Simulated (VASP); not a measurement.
# How SCF threshold and plane-wave cutoff change a VASP run on In, part 2 of 3

Aim: find how far the SCF threshold and plane-wave cutoff must be pushed for In, and what that costs. The series runs use PBE. The start is a cell from a database of measured crystal structures.

VASP 6.6.1; PBE; plane waves and PAW (In_d).

Still holding for the runs below: This run has no spin polarisation. Its electron count is odd, so without a moment it is a metal by construction. The k-mesh is coarse for a metal.

So far. Step 7 (SCF threshold: EDIFF = 1E-08): Against the run before the energy stays within 0.01 meV an atom; the pressure moves by -0.01 GPa, after 11 cycles in 8 s.

## (9) Plane-wave cutoff: ENCUT = 140

This step: PBE; plane waves and PAW (In_d) (VASP 6.6.1).

The basis grows with ENCUT, and energy and stress both move with it.

INCAR reads:

```
SYSTEM = In
PREC = Accurate
ENCUT = 140
EDIFF = 1E-06
NELM = 100
ISMEAR = -1
SIGMA = 0.05
LREAL = .FALSE.
ALGO = Normal
GGA = PE
NBANDS = 12
LORBIT = 11
LWAVE = .FALSE.
LCHARG = .FALSE.
KPAR = 2
ISIF = 2
```

POSCAR reads:

```
In
1.0
   -1.6254700000      1.6254700000      2.4737000000
    1.6254700000     -1.6254700000      2.4737000000
    1.6254700000      1.6254700000     -2.4737000000
In
1
Direct
    0.0000000000      0.0000000000      0.0000000000
```

KPOINTS reads:

```
Automatic mesh
0
Gamma
10 10 10
0 0 0
```

Potentials, in the order of the species: In_d (PBE family, release 64).

Started as:

```bash
$ mpirun -np 2 vasp_std
```

What it wrote:

```text
[... set-up lines as in an earlier step ...]
 entering main loop
       N       E                     dE             d eps       ncg     rms          rms(c)
DAV:   1     0.391113294936E+02    0.39111E+02   -0.36175E+03  2844   0.385E+02
DAV:   2     0.465562523498E+01   -0.34456E+02   -0.33941E+02  2752   0.130E+02
DAV:   3     0.430165611279E+01   -0.35397E+00   -0.35389E+00  2896   0.143E+01
DAV:   4     0.430079605988E+01   -0.86005E-03   -0.86003E-03  2812   0.692E-01
DAV:   5     0.430079104978E+01   -0.50101E-05   -0.50099E-05  2880   0.509E-02    0.823E+00
DAV:   6     0.520757998847E+01    0.90679E+00   -0.14768E+00  2836   0.136E+01    0.374E+00
DAV:   7     0.532684626882E+01    0.11927E+00   -0.40656E-01  2940   0.687E+00    0.198E+00
DAV:   8     0.532594971439E+01   -0.89655E-03   -0.25569E-03  2596   0.389E-01    0.144E+00
DAV:   9     0.532546131253E+01   -0.48840E-03   -0.15925E-03  2700   0.251E-01    0.238E-02
DAV:  10     0.532546146773E+01    0.15520E-06   -0.11327E-05  2800   0.184E-02    0.111E-02
DAV:  11     0.532546217599E+01    0.70825E-06   -0.19421E-06  2888   0.139E-02
   1 F= 0.53254622E+01 E0= 0.53272588E+01  d E =-.359329E-02
```

Wall time 2.8 s (2 MPI ranks of Intel Xeon Platinum 8175M at 2.50GHz (Skylake/Cascade Lake), shared host); peak memory 0.2 GiB; 4.4 s of CPU time.

From OUTCAR (step 9):

```text
   ENCUT  =  140.0 eV  10.29 Ry    3.21 a.u.   3.26  3.26  3.26*2*pi/ulx,y,z

   NELECT =      13.0000    total number of electrons

 E-fermi :   7.4374

 k-point     1 :       0.0000    0.0000    0.0000
  band No.  band energies     occupation
    ...
      2      -8.4971      2.00000
      3      -8.1963      2.00000
      4      -7.7146      2.00000
      5      -7.5845      2.00000
      6      -2.0244      2.00000
      7      17.8922      0.00000
      8      17.8923      0.00000
      9      18.0201      0.00000
     10      19.5240      0.00000
     11      21.5614      0.00000
    ...

  Total      -71.7728726    -71.7728726    -71.9051669      0.0000000     -0.0000000      0.0000000
  in kB    -4398.5139476  -4398.5139476  -4406.6214436      0.0000000     -0.0000000      0.0000000
  external PRESSURE =   -4401.2164463 kB  Pullay stress =       0.0000000 kB

 POSITION                                       TOTAL-FORCE (eV/Angst)
 -----------------------------------------------------------------------------------
      0.00000      0.00000      0.00000        -0.000000     -0.000000     -0.000000
 -----------------------------------------------------------------------------------
    total drift:                               -0.000000     -0.000000     -0.000000

  FREE ENERGIE OF THE ION-ELECTRON SYSTEM (eV)
  ---------------------------------------------------
  free  energy   TOTEN  =         5.3254621760 eV

  energy  without entropy=        5.3290554653  energy(sigma->0) =        5.32725882

[... 5 parts as in an earlier step ...]

[... 11 further parts left out ...]
```

Numbers from this step:

```
free energy (TOTEN)     : 5.325 eV
energy at zero smearing : 5.327 eV
Fermi energy            : 7.437 eV
pressure                : -440.1 GPa
```

The series starts at 5.3273 eV an atom and -440.12 GPa, after 11 cycles in 2.8 s.

## (10) Plane-wave cutoff: ENCUT = 180

INCAR, as its differences from that of step 9:

```diff
@@ -2,3 +2,3 @@
 PREC = Accurate
-ENCUT = 140
+ENCUT = 180
 EDIFF = 1E-06
```

POSCAR is that of step 9.

KPOINTS is that of step 9.

Started as:

```bash
$ mpirun -np 2 vasp_std
```

What it wrote:

```text
[... set-up lines as in an earlier step ...]
 entering main loop
       N       E                     dE             d eps       ncg     rms          rms(c)
DAV:   1     0.467749204047E+02    0.46775E+02   -0.38453E+03  2660   0.548E+02
DAV:   2    -0.111775981214E+01   -0.47893E+02   -0.47032E+02  2648   0.168E+02
DAV:   3    -0.216030034761E+01   -0.10425E+01   -0.10420E+01  2952   0.281E+01
DAV:   4    -0.216890384578E+01   -0.86035E-02   -0.86031E-02  2860   0.243E+00
[...]
DAV:   9    -0.209320498415E+01    0.14111E-05   -0.18824E-05  3076   0.551E-02    0.214E-02
DAV:  10    -0.209320274378E+01    0.22404E-05   -0.11536E-06  2592   0.127E-02    0.119E-03
DAV:  11    -0.209320284563E+01   -0.10185E-06   -0.54682E-08  1584   0.265E-03
   1 F= -.20932028E+01 E0= -.20915363E+01  d E =-.333307E-02
```

Run time: 3 s. Hardware: 2 MPI ranks; peak memory 0.2 GiB; 4.9 s of CPU time.

Parts of OUTCAR (step 10):

```text
  Total       -9.7675874     -9.7675874    -10.2416312      0.0000000     -0.0000000      0.0000000
  in kB     -598.5948167   -598.5948167   -627.6460171      0.0000000     -0.0000000      0.0000000
  external PRESSURE =    -608.2785502 kB  Pullay stress =       0.0000000 kB

 POSITION                                       TOTAL-FORCE (eV/Angst)
 -----------------------------------------------------------------------------------
      0.00000      0.00000      0.00000         0.000000     -0.000000     -0.000000
 -----------------------------------------------------------------------------------
    total drift:                                0.000000      0.000000     -0.000000

  FREE ENERGIE OF THE ION-ELECTRON SYSTEM (eV)
  ---------------------------------------------------
  free  energy   TOTEN  =        -2.0932028456 eV

  energy  without entropy=       -2.0898697786  energy(sigma->0) =       -2.09153631

[... 1 part as in an earlier step ...]

[... 2 further parts left out ...]
[key lines of the parts left out:]
E-fermi :   7.5081
```

Against the run before the energy moves by -7418.80 meV an atom and the pressure by +379.29 GPa, after 11 cycles in 3 s.

## (11) Plane-wave cutoff: ENCUT = 220

INCAR, as its differences from that of step 10:

```diff
@@ -2,3 +2,3 @@
 PREC = Accurate
-ENCUT = 180
+ENCUT = 220
 EDIFF = 1E-06
```

POSCAR is that of step 10.

KPOINTS is that of step 10.

Started as:

```bash
$ mpirun -np 2 vasp_std
```

What it wrote:

```text
[... set-up lines as in an earlier step ...]
 entering main loop
       N       E                     dE             d eps       ncg     rms          rms(c)
DAV:   1     0.528681999329E+02    0.52868E+02   -0.40526E+03  2624   0.702E+02
DAV:   2    -0.926614676204E+00   -0.53795E+02   -0.52758E+02  2596   0.194E+02
DAV:   3    -0.254521116588E+01   -0.16186E+01   -0.16167E+01  2940   0.371E+01
DAV:   4    -0.256812526263E+01   -0.22914E-01   -0.22911E-01  3088   0.418E+00
[...]
DAV:   8    -0.253938886101E+01    0.32568E-03   -0.65363E-04  2904   0.369E-01    0.337E-02
DAV:   9    -0.253939132732E+01   -0.24663E-05   -0.81118E-06  3064   0.278E-02    0.108E-02
DAV:  10    -0.253939147987E+01   -0.15255E-06   -0.78462E-07  2016   0.122E-02
   1 F= -.25393915E+01 E0= -.25377265E+01  d E =-.333004E-02
```

The job ended after 3 s (2 MPI ranks; peak memory 0.21 GiB).

From OUTCAR (step 11):

```text
  Total       -0.4495592     -0.4495592     -0.9236517      0.0000000     -0.0000000      0.0000000
  in kB      -27.5506927    -27.5506927    -56.6048824      0.0000000     -0.0000000      0.0000000
  external PRESSURE =     -37.2354226 kB  Pullay stress =       0.0000000 kB

  FREE ENERGIE OF THE ION-ELECTRON SYSTEM (eV)
  ---------------------------------------------------
  free  energy   TOTEN  =        -2.5393914799 eV

  energy  without entropy=       -2.5360614418  energy(sigma->0) =       -2.53772646

[... 2 parts as in an earlier step ...]

[... 2 further parts left out ...]
[key lines of the parts left out:]
E-fermi :   7.5097
```

Against the run before the energy moves by -446.19 meV an atom and the pressure by +57.10 GPa, after 10 cycles in 3 s.

## (12) Plane-wave cutoff: ENCUT = 240

INCAR, as its differences from that of step 11:

```diff
@@ -2,3 +2,3 @@
 PREC = Accurate
-ENCUT = 220
+ENCUT = 240
 EDIFF = 1E-06
```

POSCAR is that of step 11.

KPOINTS is that of step 11.

Started as:

```bash
$ mpirun -np 2 vasp_std
```

What it wrote:

```text
[... set-up lines as in an earlier step ...]
 entering main loop
       N       E                     dE             d eps       ncg     rms          rms(c)
DAV:   1     0.568420252780E+02    0.56842E+02   -0.42121E+03  2584   0.772E+02
DAV:   2    -0.673878663499E+00   -0.57516E+02   -0.56445E+02  2560   0.207E+02
DAV:   3    -0.255453141738E+01   -0.18807E+01   -0.18752E+01  3036   0.413E+01
DAV:   4    -0.258368203824E+01   -0.29151E-01   -0.29147E-01  3092   0.494E+00
[...]
DAV:   8    -0.255738928982E+01    0.37415E-03   -0.68453E-04  2928   0.412E-01    0.313E-02
DAV:   9    -0.255739251368E+01   -0.32239E-05   -0.10385E-05  3320   0.366E-02    0.107E-02
DAV:  10    -0.255739284526E+01   -0.33158E-06   -0.61269E-07  1988   0.858E-03
   1 F= -.25573928E+01 E0= -.25557274E+01  d E =-.333096E-02
```

Run time: 5.8 s. Hardware: 2 MPI ranks; peak memory 0.22 GiB; 10 s of CPU time.

From OUTCAR (step 12):

```text
  Total        0.3300193      0.3300193     -0.1290704      0.0000000      0.0000000      0.0000000
  in kB       20.2248336     20.2248336     -7.9099267      0.0000000      0.0000000      0.0000000
  external PRESSURE =      10.8465802 kB  Pullay stress =       0.0000000 kB

 POSITION                                       TOTAL-FORCE (eV/Angst)
 -----------------------------------------------------------------------------------
      0.00000      0.00000      0.00000         0.000000      0.000000      0.000000
 -----------------------------------------------------------------------------------
    total drift:                                0.000000      0.000000     -0.000000

  FREE ENERGIE OF THE ION-ELECTRON SYSTEM (eV)
  ---------------------------------------------------
  free  energy   TOTEN  =        -2.5573928453 eV

  energy  without entropy=       -2.5540618898  energy(sigma->0) =       -2.55572737

[... 1 part as in an earlier step ...]

[... 2 further parts left out ...]
[key lines of the parts left out:]
E-fermi :   7.5089
```

Against the run before the energy moves by -18.00 meV an atom and the pressure by +4.81 GPa, after 10 cycles in 5.8 s.

## (13) Plane-wave cutoff: ENCUT = 280

INCAR, as its differences from that of step 12:

```diff
@@ -2,3 +2,3 @@
 PREC = Accurate
-ENCUT = 240
+ENCUT = 280
 EDIFF = 1E-06
```

POSCAR is that of step 12.

KPOINTS is that of step 12.

Started as:

```bash
$ mpirun -np 2 vasp_std
```

What it wrote:

```text
[... set-up lines as in an earlier step ...]
 entering main loop
       N       E                     dE             d eps       ncg     rms          rms(c)
DAV:   1     0.607739999189E+02    0.60774E+02   -0.45129E+03  2560   0.896E+02
DAV:   2    -0.205601354218E+00   -0.60980E+02   -0.59500E+02  2584   0.227E+02
DAV:   3    -0.253914158678E+01   -0.23335E+01   -0.23300E+01  2992   0.480E+01
DAV:   4    -0.258337782201E+01   -0.44236E-01   -0.44230E-01  3124   0.626E+00
[...]
DAV:   8    -0.255830436469E+01    0.37586E-03   -0.72565E-04  2988   0.453E-01    0.326E-02
DAV:   9    -0.255830850870E+01   -0.41440E-05   -0.12468E-05  3444   0.404E-02    0.102E-02
DAV:  10    -0.255830897297E+01   -0.46427E-06   -0.69500E-07  1940   0.935E-03
   1 F= -.25583090E+01 E0= -.25566434E+01  d E =-.333108E-02
```

Wall time 5.8 s (2 MPI ranks); peak memory 0.22 GiB.

Parts of OUTCAR (step 13):

```text
  Total        0.4501732      0.4501732     -0.0116393      0.0000000      0.0000000      0.0000000
  in kB       27.5883241     27.5883241     -0.7133002      0.0000000      0.0000000      0.0000000
  external PRESSURE =      18.1544493 kB  Pullay stress =       0.0000000 kB

 POSITION                                       TOTAL-FORCE (eV/Angst)
 -----------------------------------------------------------------------------------
      0.00000      0.00000      0.00000        -0.000000      0.000000     -0.000000
 -----------------------------------------------------------------------------------
    total drift:                                0.000000      0.000000      0.000000

  FREE ENERGIE OF THE ION-ELECTRON SYSTEM (eV)
  ---------------------------------------------------
  free  energy   TOTEN  =        -2.5583089730 eV

  energy  without entropy=       -2.5549778899  energy(sigma->0) =       -2.55664343

[... 1 part as in an earlier step ...]

[... 2 further parts left out ...]
[key lines of the parts left out:]
E-fermi :   7.5085
```

Against the run before the energy moves by -0.92 meV an atom and the pressure by +0.73 GPa, after 10 cycles in 5.8 s.

## (14) Plane-wave cutoff: ENCUT = 310

INCAR, as its differences from that of step 13:

```diff
@@ -2,3 +2,3 @@
 PREC = Accurate
-ENCUT = 280
+ENCUT = 310
 EDIFF = 1E-06
```

POSCAR is that of step 13.

KPOINTS is that of step 13.

Started as:

```bash
$ mpirun -np 2 vasp_std
```

What it wrote:

```text
[... set-up lines as in an earlier step ...]
 entering main loop
       N       E                     dE             d eps       ncg     rms          rms(c)
DAV:   1     0.648534242116E+02    0.64853E+02   -0.47394E+03  2580   0.956E+02
DAV:   2     0.184552905888E+00   -0.64669E+02   -0.63157E+02  2572   0.241E+02
DAV:   3    -0.253038479396E+01   -0.27149E+01   -0.27101E+01  2960   0.527E+01
DAV:   4    -0.258348949575E+01   -0.53105E-01   -0.53094E-01  3148   0.703E+00
[...]
DAV:   8    -0.255827134789E+01    0.34972E-03   -0.77355E-04  2980   0.474E-01    0.332E-02
DAV:   9    -0.255827707214E+01   -0.57243E-05   -0.14521E-05  3576   0.432E-02    0.118E-02
DAV:  10    -0.255827727591E+01   -0.20377E-06   -0.72711E-07  1988   0.984E-03
   1 F= -.25582773E+01 E0= -.25566116E+01  d E =-.333133E-02
```

Wall time 6.8 s (2 MPI ranks); peak memory 0.23 GiB; 13 s of CPU time.

Parts of OUTCAR (step 14):

```text
  Total        0.3840711      0.3840711     -0.0787790      0.0000000      0.0000000      0.0000000
  in kB       23.5373362     23.5373362     -4.8278732      0.0000000      0.0000000      0.0000000
  external PRESSURE =      14.0822664 kB  Pullay stress =       0.0000000 kB

 POSITION                                       TOTAL-FORCE (eV/Angst)
 -----------------------------------------------------------------------------------
      0.00000      0.00000      0.00000         0.000000      0.000000     -0.000000
 -----------------------------------------------------------------------------------
    total drift:                                0.000000     -0.000000      0.000000

  FREE ENERGIE OF THE ION-ELECTRON SYSTEM (eV)
  ---------------------------------------------------
  free  energy   TOTEN  =        -2.5582772759 eV

  energy  without entropy=       -2.5549459482  energy(sigma->0) =       -2.55661161

[... 1 part as in an earlier step ...]

[... 2 further parts left out ...]
[key lines of the parts left out:]
E-fermi :   7.5087
```

Against the run before the energy moves by +0.03 meV an atom and the pressure by -0.41 GPa, after 10 cycles in 6.8 s.

[end of part 2 of 3]

[Lines on the potential files, build, host, timing and source positions are cut from VASP's logs without a mark.]

[Logs are printed without paths, hosts, clocks, repeated set-up lines and the standing remarks that a program may print on its own settings, such as how far it seeks lower states.]

[Hosts, paths, dates, database ids (printed as entryN), source tags and the programs' standing remarks are cut or masked in the printed files.]

[A measured line is paired with the nearest computed mode of its activity, which favours agreement.]
